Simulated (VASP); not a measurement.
A run of VASP 6.6.1 is set up as follows.

Contents of POSCAR:

```
SrO                                     
1.0
   -0.0000000000      2.6013091336      2.6013091336
    2.6013091336     -0.0000000000      2.6013091336
    2.6013091336      2.6013091336      0.0000000000
  Sr              O             
     1     1
Direct
     0.0000000000000000    0.0000000000000000    0.0000000000000000
     0.5000000000000000    0.5000000000000000    0.5000000000000000
```

INCAR.step1

```
SYSTEM = SrO
ALGO = Normal
EDIFF = 1E-7
ENCUT = 700
GGA = PE
ISIF = 2
ISMEAR = 0
LASPH = .True.
LCHARG = .True.
LREAL = .False.
LWAVE = .False.
NELM = 100
PREC = Accurate
SIGMA = 0.02
```

Contents of KPOINTS.step1:

```
k-points
0
Gamma
  10 10 10
  0 0 0
```

The input INCAR.step2:

```
SYSTEM = SrO
ALGO = Normal
EDIFF = 1E-7
ENCUT = 700
GGA = PE
ICHARG = 11
ISIF = 2
ISMEAR = 0
LASPH = .True.
LCHARG = .False.
LREAL = .False.
LWAVE = .False.
NELM = 100
PREC = Accurate
SIGMA = 0.05
```

Contents of KPOINTS.step2:

```
path GXWKGLUWLK,UX
20
line-mode
reciprocal
 0.0000000000  0.0000000000  0.0000000000  G
 0.5000000000  0.0000000000  0.5000000000  X

 0.5000000000  0.0000000000  0.5000000000  X
 0.5000000000  0.2500000000  0.7500000000  W

 0.5000000000  0.2500000000  0.7500000000  W
 0.3750000000  0.3750000000  0.7500000000  K

 0.3750000000  0.3750000000  0.7500000000  K
 0.0000000000  0.0000000000  0.0000000000  G

 0.0000000000  0.0000000000  0.0000000000  G
 0.5000000000  0.5000000000  0.5000000000  L

 0.5000000000  0.5000000000  0.5000000000  L
 0.6250000000  0.2500000000  0.6250000000  U

 0.6250000000  0.2500000000  0.6250000000  U
 0.5000000000  0.2500000000  0.7500000000  W

 0.5000000000  0.2500000000  0.7500000000  W
 0.5000000000  0.5000000000  0.5000000000  L

 0.5000000000  0.5000000000  0.5000000000  L
 0.3750000000  0.3750000000  0.7500000000  K

 0.6250000000  0.2500000000  0.6250000000  U
 0.5000000000  0.0000000000  0.5000000000  X
```

Potentials or basis: VASP PAW PBE potentials, release 64 (Sr_sv, O).

Command:

```sh
$ cat potpaw_PBE.64/Sr_sv/POTCAR potpaw_PBE.64/O/POTCAR > POTCAR
$ cp INCAR.step1 INCAR
$ cp KPOINTS.step1 KPOINTS
$ mpirun -np 1 vasp_std > vasp.out
$ cp INCAR.step2 INCAR
$ cp KPOINTS.step2 KPOINTS
$ mpirun -np 1 vasp_std > vasp.out
```

(1) What does it give for the band gap on the k mesh?

(2) Predict the band gap along the path.

Answers

(1) 3.28 eV, indirect (least direct gap 3.39 eV).

(2) 3.28 eV, indirect (least direct gap 3.39 eV).

Caveat: the log is that of the step along the path at fixed density, whose energy, stress, charges and moments have no meaning.
